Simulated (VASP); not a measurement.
# Si: a series in uniaxial stress along [001]

How do the elastic response and the band edges of Si follow uniaxial stress along [001]?

Calculated with VASP 6.6.1; LDA; plane waves and PAW (Si), in the first sound run; inputs show where later runs differ.

### Step 1. Set-up

It takes space group Fd-3m (No. 227, cubic). The conventional cell has a = 5.431 Å, b = 5.431 Å, c = 5.431 Å, α = 90.00°, β = 90.00°, γ = 90.00°. Nearest to Si lie 4 Si at 2.35 Å.

As a file:

```cif
data_structure
_symmetry_space_group_name_H-M 'Fd-3m:1'
_symmetry_Int_Tables_number 227
_cell_length_a 5.4310
_cell_length_b 5.4310
_cell_length_c 5.4310
_cell_angle_alpha 90.000
_cell_angle_beta 90.000
_cell_angle_gamma 90.000
_cell_volume 160.19
loop_
_atom_site_label
_atom_site_type_symbol
_atom_site_symmetry_multiplicity
_atom_site_Wyckoff_symbol
_atom_site_fract_x
_atom_site_fract_y
_atom_site_fract_z
_atom_site_occupancy
Si1 Si 8 b 0.00000 0.00000 0.50000 1
```

### Step 2. Relax the crystal, LDA

The series starts from the cell that this level prefers, so that zero strain is near zero stress.

This step took 2 runs in a row; the last is shown.

Level: LDA; plane waves and PAW (Si).

INCAR reads:

```
SYSTEM = Si
PREC = Accurate
ENCUT = 450
EDIFF = 1E-07
NELM = 120
ISMEAR = 0
SIGMA = 0.02
LREAL = .FALSE.
ALGO = Normal
GGA = CA
NBANDS = 10
LORBIT = 11
LWAVE = .FALSE.
LCHARG = .FALSE.
KPAR = 8
IBRION = 2
NSW = 40
ISIF = 3
EDIFFG = -0.005
POTIM = 0.4
```

POSCAR reads:

```
Si
1.0
    0.0000000000      2.7014008244      2.7014008244
    2.7014008244      0.0000000000      2.7014008244
    2.7014008244      2.7014008244      0.0000000000
Si
2
Direct
    0.0000000000      0.0000000000      0.0000000000
    0.2500000000      0.2500000000      0.2500000000
```

KPOINTS reads:

```
Automatic mesh
0
Gamma
10 10 10
0 0 0
```

The projector-augmented-wave data sets are Si (LDA family, release 64).

Launch:

```
$ mpirun -np 8 vasp_std
```

What it wrote:

```text
[banner, memory and clock lines left out]
running    8 mpi-ranks, on    1 nodes
[...]
|                                                                             |
|           W    W    AA    RRRRR   N    N  II  N    N   GGGG   !!!           |
|           W    W   A  A   R    R  NN   N  II  NN   N  G    G  !!!           |
|           W    W  A    A  R    R  N N  N  II  N N  N  G       !!!           |
|           W WW W  AAAAAA  RRRRR   N  N N  II  N  N N  G  GGG   !            |
|           WW  WW  A    A  R   R   N   NN  II  N   NN  G    G                |
|           W    W  A    A  R    R  N    N  II  N    N   GGGG   !!!           |
|                                                                             |
|     For optimal performance we recommend to set                             |
|       NCORE = 2 up to number-of-cores-per-socket                            |
|     NCORE specifies how many cores store one orbital (NPAR=cpu/NCORE).      |
|     This setting can greatly improve the performance of VASP for DFT.       |
[...]
|     Unfortunately you need to use the default for GW and RPA                |
|     calculations (for HF NCORE is supported but not extensively tested      |
|     yet).                                                                   |
|                                                                             |

 LDA part: xc-table for (Slater(with rela. corr.)+CA(PZ))
 , standard interpolation
 POSCAR, INCAR and KPOINTS ok, starting setup
[...]
entering main loop
       N       E                     dE             d eps       ncg     rms          rms(c)
DAV:   1     0.406882481677E+01    0.40688E+01   -0.29265E+03   940   0.545E+02
DAV:   2    -0.117240577801E+02   -0.15793E+02   -0.15019E+02  1370   0.817E+01
DAV:   3    -0.121866801231E+02   -0.46262E+00   -0.46172E+00  1156   0.123E+01
DAV:   4    -0.121903766433E+02   -0.36965E-02   -0.36960E-02  1228   0.142E+00
[...]
DAV:   9    -0.119190083082E+02    0.25935E-04   -0.21563E-04  1186   0.847E-02    0.615E-02
DAV:  10    -0.119190135503E+02   -0.52421E-05   -0.13933E-05  1080   0.238E-02    0.306E-02
DAV:  11    -0.119190134771E+02    0.73155E-07   -0.75385E-07  1174   0.511E-03
   1 F= -.11919013E+02 E0= -.11919013E+02  d E =-.119190E+02
[...]
reached required accuracy - stopping structural energy minimisation
```

Wall time 1.6 s (8 MPI ranks of Intel Xeon 6975P-C (Granite Rapids), shared host); peak memory 1.1 GiB.

The logs omit lines about the potential files and the build; timing stands in the text.

Parts of OUTCAR (step 2):

```text
  Total        0.0006490      0.0006490      0.0006490      0.0000000      0.0000000      0.0000000
  in kB        0.0263725      0.0263725      0.0263725      0.0000000      0.0000000      0.0000000
  external PRESSURE =       0.0263725 kB  Pullay stress =       0.0000000 kB

 POSITION                                       TOTAL-FORCE (eV/Angst)
 -----------------------------------------------------------------------------------
      0.00000      0.00000      0.00000         0.000000      0.000000      0.000000
      1.35070      1.35070      1.35070        -0.000000     -0.000000     -0.000000
 -----------------------------------------------------------------------------------
    total drift:                                0.000000      0.000000     -0.000000

  FREE ENERGIE OF THE ION-ELECTRON SYSTEM (eV)
  ---------------------------------------------------
  free  energy   TOTEN  =       -11.9190134771 eV

  energy  without entropy=      -11.9190134771  energy(sigma->0) =      -11.91901348

 reached required accuracy - stopping structural energy minimisation

[... 3 further parts left out ...]
[key lines of the parts left out:]
E-fermi :   6.0354
```

This run gave:

```
energy(sigma→0) of the program : -11.9190 eV
stress, compression positive   : xx, yy, zz 0.00, 0.00, 0.00 GPa
volume                         : 39.427 Å³
ionic steps                    : 1
```

### Step 3. Strain across the axis, LDA

One member in full: the axis is strained by -1.5 %, and the two directions across it are strained alike until their mean stress is under 0.012 GPa or five steps are spent.

This step took 2 runs, each at a new trial strain with the atoms of the one before; the last is shown.

Level: LDA; plane waves and PAW (Si).

INCAR: that of step 2 with these lines changed.

```diff
@@ -14,7 +14,7 @@
 LCHARG = .FALSE.
-KPAR = 8
-IBRION = 2
-NSW = 40
-ISIF = 3
-EDIFFG = -0.005
-POTIM = 0.4
+KPAR = 2
+IBRION = 1
+NSW = 25
+ISIF = 2
+EDIFFG = -0.004
+POTIM = 0.3
```

POSCAR reads:

```
Si
1.0
    0.0000000000      2.7133286350      2.6608798120
    2.7133286350      0.0000000000      2.6608798120
    2.7133286350      2.7133286350      0.0000000000
Si
2
Direct
    0.0000000000      0.0000000000      0.0000000000
    0.2500000000      0.2500000000      0.2500000000
```

KPOINTS is that of step 2.

Launch:

```
$ mpirun -np 2 vasp_std
```

What it wrote:

```text
[banner, memory and clock lines left out]
running    2 mpi-ranks, on    1 nodes
[...]
LDA part: xc-table for (Slater(with rela. corr.)+CA(PZ))
 , standard interpolation
 POSCAR, INCAR and KPOINTS ok, starting setup
[...]
entering main loop
       N       E                     dE             d eps       ncg     rms          rms(c)
DAV:   1     0.426892860155E+01    0.42689E+01   -0.29880E+03  2040   0.552E+02
DAV:   2    -0.117134778874E+02   -0.15982E+02   -0.15168E+02  2960   0.819E+01
DAV:   3    -0.121871975723E+02   -0.47372E+00   -0.47229E+00  2548   0.122E+01
DAV:   4    -0.121911404139E+02   -0.39428E-02   -0.39420E-02  2540   0.140E+00
[...]
DAV:   9    -0.119155785254E+02    0.25669E-04   -0.21698E-04  2584   0.848E-02    0.621E-02
DAV:  10    -0.119155834986E+02   -0.49732E-05   -0.14099E-05  2320   0.239E-02    0.314E-02
DAV:  11    -0.119155834206E+02    0.77988E-07   -0.76517E-07  2428   0.516E-03
   1 F= -.11915583E+02 E0= -.11915583E+02  d E =-.119156E+02
 BRION: g(F)=  0.670E-49 g(S)=  0.000E+00
 reached required accuracy - stopping structural energy minimisation
```

Elapsed: 6 s, on 2 MPI ranks; peak memory 0.27 GiB.

Parts of OUTCAR (step 3):

```text
  Total        0.0000784      0.0000784      0.4456376      0.0000000      0.0000000     -0.0000000
  in kB        0.0032062      0.0032062     18.2235224      0.0000000      0.0000000     -0.0000000
  external PRESSURE =       6.0766450 kB  Pullay stress =       0.0000000 kB

 POSITION                                       TOTAL-FORCE (eV/Angst)
 -----------------------------------------------------------------------------------
      0.00000      0.00000      0.00000        -0.000000     -0.000000     -0.000000
      1.35666      1.35666      1.33044         0.000000      0.000000      0.000000
 -----------------------------------------------------------------------------------
    total drift:                                0.000000      0.000000     -0.000000

  FREE ENERGIE OF THE ION-ELECTRON SYSTEM (eV)
  ---------------------------------------------------
  free  energy   TOTEN  =       -11.9155834206 eV

  energy  without entropy=      -11.9155834206  energy(sigma->0) =      -11.91558342

[... 1 part as in an earlier step ...]

[... 3 further parts left out ...]
[key lines of the parts left out:]
E-fermi :   6.2006
```

Read from the output:

| Property | Result |
| --- | --- |
| energy(sigma→0) of the program | -11.9156 eV |
| stress, compression positive | xx, yy, zz 0.00, 0.00, 1.82 GPa |
| ionic steps | 1 |

### Step 4. Band edges, TB-mBJ with spin-orbit coupling

Short lines in KPOINTS_OPT sample the zone centre along and across the axis, for masses, and the other valleys.

Level: TB-mBJ, spin-orbit coupling; plane waves and PAW (Si).

TB-mBJ has no energy functional, so the total energy, stress and pressure in this output mean nothing.

INCAR reads:

```
SYSTEM = Si
PREC = Accurate
ENCUT = 450
EDIFF = 1E-06
NELM = 150
ISMEAR = 0
SIGMA = 0.02
LREAL = .FALSE.
ALGO = Normal
METAGGA = MBJ
LASPH = .TRUE.
LNONCOLLINEAR = .TRUE.
MAGMOM = 0 0 0 0 0 0
NBANDS = 18
GGA_COMPAT = .FALSE.
LSORBIT = .TRUE.
LWAVE = .FALSE.
LCHARG = .FALSE.
KPAR = 2
```

POSCAR is that of step 3.

KPOINTS reads:

```
Automatic mesh
0
Gamma
8 8 8
0 0 0
```

KPOINTS_OPT reads:

```
Line mode
6
Line-mode
Reciprocal
  0.00000000   0.00000000   0.00000000
  0.02117461   0.02117461   0.00000000

  0.00000000   0.00000000   0.00000000
 -0.00000000  -0.02159198  -0.02159198

  0.31000000   0.31000000   0.00000000
  0.50000000   0.50000000   0.00000000

  0.00000000   0.31000000   0.31000000
  0.00000000   0.50000000   0.50000000

  0.45000000   0.45000000   0.45000000
  0.50000000   0.50000000   0.50000000

  0.45000000   0.00000000   0.00000000
  0.50000000   0.00000000   0.00000000

  0.42500000   0.42500000   0.00000000
  0.42500000   0.44659198   0.02159198

  0.50000000   0.50000000   0.50000000
  0.48473216   0.51526784   0.50000000
```

Launch:

```
$ mpirun -np 2 vasp_ncl
```

What it wrote:

```text
[banner, memory and clock lines left out]
running    2 mpi-ranks, on    1 nodes
[...]
|                                                                             |
|               ----> ADVICE to this user running VASP <----                  |
|                                                                             |
|     You enforced a specific xc type in the INCAR file but a different       |
|     [... a line on the potential file left out ...]
|     I HOPE YOU KNOW WHAT YOU ARE DOING!                                     |
|                                                                             |

 LDA part: xc-table for (None), standard interpolation
 POSCAR, INCAR and KPOINTS ok, starting setup
[...]
entering main loop
       N       E                     dE             d eps       ncg     rms          rms(c)
DAV:   1     0.416362847721E+01    0.41636E+01   -0.26718E+03  2124   0.637E+02
DAV:   2    -0.158498546981E+02   -0.20013E+02   -0.18264E+02  2962   0.107E+02
DAV:   3    -0.166865907424E+02   -0.83674E+00   -0.82820E+00  2596   0.185E+01
DAV:   4    -0.166923978749E+02   -0.58071E-02   -0.58045E-02  2692   0.202E+00
[...]
DAV:  26    -0.141293876064E+02    0.19177E-05   -0.52995E-12  1152   0.216E-05    0.480E-06
DAV:  27    -0.141293856603E+02    0.19460E-05   -0.32244E-12  1148   0.134E-05    0.228E-06
DAV:  28    -0.141293856102E+02    0.50159E-07   -0.80729E-13  1150   0.661E-06
   1 F= -.14129386E+02 E0= -.14129386E+02  d E =-.464640E-27  mag=     0.0000    -0.0000     0.0000
 Start KPOINTS_OPT (optional k-point list driver)
k-point batch [1-48\48]
       N       E                     dE             ncg
DAV:   1     0.159982551224E+04   -0.68288E+04     1728
DAV:   2     0.546108556655E+03   -0.10537E+04     2220
DAV:   3     0.503834010626E+03   -0.42275E+02     2218
DAV:   4     0.503488381270E+03   -0.34563E+00     2202
DAV:   5     0.503484761340E+03   -0.36199E-02     2176
DAV:   6     0.503484704969E+03   -0.56371E-04     2246
DAV:   7     0.503484703772E+03   -0.11970E-05     1830
DAV:   8     0.503484703723E+03   -0.48607E-07     1462
```

The job ended after 74 s (2 MPI ranks; peak memory 0.59 GiB).

From OUTCAR (step 4):

```text
  LATTYP: Found a body centered tetragonal cell.
 ALAT       =     3.8372261548
 C/A-ratio  =     1.3868767201

 Subroutine GETGRP returns: Found 16 space group operations
 (whereof  8 operations were pure point group operations)

The static configuration has the point symmetry D_2d.
 The point group associated with its full space group is D_4h.

 Found     59 irreducible k-points:

   k-points           NKPTS =     59   k-points in BZ     NKDIM =     59   number of bands    NBANDS=     18

   dimension x,y,z NGX =    28 NGY =   28 NGZ =   28
   dimension x,y,z NGXF=    56 NGYF=   56 NGZF=   56

   ENCUT  =  450.0 eV  33.07 Ry    5.75 a.u.   6.57  6.57  6.64*2*pi/ulx,y,z

   NELECT =       8.0000    total number of electrons

 E-fermi :   5.9273

 k-point     1 :       0.0000    0.0000    0.0000
  band No.  band energies     occupation
    ...
      4       5.6108      1.00000
      5       5.6453      1.00000
      6       5.6453      1.00000
      7       5.7828      1.00000
      8       5.7828      1.00000
      9       8.8479      0.00000
     10       8.8479      0.00000
     11       8.9169      0.00000
     12       8.9169      0.00000
     13       8.9357      0.00000
    ...

 k-point     2 :       0.1250    0.0000    0.0000
  band No.  band energies     occupation
    ...
      4       4.2142      1.00000
      5       5.3589      1.00000
      6       5.3589      1.00000
      7       5.4824      1.00000
      8       5.4824      1.00000
      9       8.8861      0.00000
     10       8.8861      0.00000
     11       9.2955      0.00000
     12       9.2955      0.00000
     13       9.3328      0.00000
    ...

  Total       24.2069700     24.2069700     24.9419269      0.0000000      0.0000000      0.0000000
  in kB      989.8991785    989.8991785   1019.9538780      0.0000000      0.0000000      0.0000000
  external PRESSURE =     999.9174117 kB  Pullay stress =       0.0000000 kB

 POSITION                                       TOTAL-FORCE (eV/Angst)
 -----------------------------------------------------------------------------------
      0.00000      0.00000      0.00000         0.000000      0.000000      0.000000
      1.35666      1.35666      1.33044        -0.000000     -0.000000     -0.000000
 -----------------------------------------------------------------------------------
    total drift:                                0.000000     -0.000000     -0.000000

  FREE ENERGIE OF THE ION-ELECTRON SYSTEM (eV)
  ---------------------------------------------------
  free  energy   TOTEN  =       -14.1293856102 eV

  energy  without entropy=      -14.1293856102  energy(sigma->0) =      -14.12938561

 Spin-Orbit-Coupling matrix elements
 Ion:    1  E_soc:     -0.0003255
 Ion:    2  E_soc:     -0.0003255

[... 1 part as in an earlier step ...]

[... 7 further parts left out ...]
```

### Step 5. The table

LASPH is off in runs at LDA and on in runs at TB-mBJ.

Runs beyond LDA use the data sets made with LDA; this shifts their levels slightly, and their total energies have another zero (at TB-mBJ, which has no energy functional, they mean nothing).

The other members went through these steps as far as the tables show, with the same cutoff and, step by step, the same mesh; 22 runs are not shown. The session took 0.39 core hours (wall time by ranks) on a shared machine.

```csv
strain along the axis (%),strain across the axis (%),"stress along the axis, tension positive (GPa)",energy above the unstrained row (meV/atom),"gap on the mesh, LDA (eV)"
-2.000,0.594,-2.409,3.034,0.162
-1.500,0.442,-1.822,1.715,0.235
-1.000,0.292,-1.225,0.767,0.308
-0.500,0.145,-0.618,0.195,0.381
0,0.000,-0.003,0.000,0.453
0.500,-0.140,0.625,0.186,0.423
1.000,-0.280,1.259,0.759,0.392
1.500,-0.420,1.897,1.721,0.362
2.000,-0.550,2.552,3.073,0.332
```

Slopes at zero strain, from cubics through all rows: strain ratio -0.287, stress over strain 124 GPa.

Band edges at TB-mBJ with spin-orbit coupling, counted from the valence-band top at Γ, spin-orbit pairs averaged, with one row partly withheld:

```csv
strain along the axis (%),gap (eV),conduction band at Γ (eV),Δ or X valley along z (eV),Δ or X valley along x (eV),"lowest conduction level at L, [111] (eV)","lowest conduction level at L, [-111] (eV)",second valence level below the top (eV),third valence level below the top (eV)
-2.000,0.928,3.019,0.926,1.164,2.136,2.136,0.186,0.220
-1.500,1.004,3.065,1.003,1.180,2.173,2.173,0.138,0.172
-1.000,?,3.110,?,1.196,2.207,2.207,0.089,0.124
-0.500,1.154,3.150,1.153,1.211,2.236,2.236,0.042,0.080
0,1.221,3.177,1.220,1.220,2.255,2.255,0.000,0.047
0.500,1.190,3.157,1.246,1.188,2.229,2.229,0.021,0.077
1.000,1.157,3.133,1.271,1.156,2.199,2.199,0.026,0.122
1.500,1.126,3.109,1.295,1.124,2.166,2.166,0.028,0.172
2.000,1.094,3.085,1.319,1.093,2.129,2.129,0.029,0.221
```

Conduction masses, in electron masses:

```csv
strain along the axis (%),"Δz mass, longitudinal","Δz mass, transverse, at 0.85 of Γ–X","L [111] mass, longitudinal","L [111] mass, transverse along [1-10]"
-2.000,0.924,0.214,1.844,0.137
-1.500,0.932,0.214,1.856,0.139
-1.000,0.937,0.212,1.889,0.143
-0.500,0.945,0.213,1.871,0.147
0,0.948,0.211,1.883,0.152
0.500,0.954,0.211,1.880,0.157
1.000,0.963,0.211,1.871,0.162
1.500,0.965,0.210,1.871,0.168
2.000,0.973,0.210,1.817,0.174
```

### Step 6. Fit and prediction

The quantity to fit is the splitting of the Δ or X valleys (z less x) at TB-mBJ with spin-orbit coupling: -0.238, -0.177, -0.058, 0.000, 0.057, 0.115, 0.171, 0.226 eV in the rows shown.

Fitting a parabola to the 8 known rows (d: strain along the axis less the strain across it, in %) gives E = − 5.80e-4 d² + 0.09010 d + 8.85e-6 in eV; the residuals are 7.3e-5 eV r.m.s.

At d = -1.292 this predicts -0.1174 eV.

### Step 7. Prediction against calculation

The calculation gives -0.1174 eV, so the prediction is right to the last digit shown.

The splitting is Ξu times d, with d as a fraction, so the linear term gives Ξu = 9.0 eV.

### Step 8. Summary of results

```yaml
poisson_ratio: 0.287
young_s_modulus_along_the_axis: 124 GPa
gap_of_the_unstrained_cell_tb_mbj_with_spin_orbit_coupling: 1.22 eV
shear_deformation_potential_u_of_the_delta_or_x_valleys: 9.0 eV
error_of_the_predicted_row: 0.0 meV
```

In words: As a check, the curvature of the energy gives 124 GPa for the same modulus (energy per volume = E/2 × strain²), 0 % from the slope of the stress. At TB-mBJ with spin-orbit coupling the lowest conduction valley is Δ or X throughout, and the gap runs between 0.93 and 1.22 eV. Hole masses are left out throughout, since the top bands are degenerate or cross in many series; of conduction masses, those of the Γ, L and (for Si and Ge under (001) strain) Δ valleys are kept where they change by under an eighth between rows. A measured gap of unstrained Si is 1.1 eV (arxiv:1111.5263, band gap, quoted experimental value, temperature not given); the static gaps here belong to the lattice relaxed at LDA. TB-mBJ is a potential fitted for gaps; it has no energy functional, so its total energies and forces mean nothing, and its bands tend to come out too narrow. Δ or X levels are the lowest on their line, refined by a parabola unless they lie at X; the gap is read from all points sampled and can differ from the lowest valley by some meV, or by tens of meV where strain moves the valence top off Γ. Temperature, zero-point motion and excitons are left out.

[Lines on the potential files, build, host, timing and source positions are cut from VASP's logs without a mark.]

[Logs are printed without paths, hosts, clocks, repeated set-up lines and the standing remarks that a program may print on its own settings, such as how far it seeks lower states.]

[Hosts, paths, dates, database ids (printed as entryN), source tags and the programs' standing remarks are cut or masked in the printed files.]

[In band tables of VASP the shares of atoms and orbitals are scaled to a sum of 1 inside the atoms' spheres.]
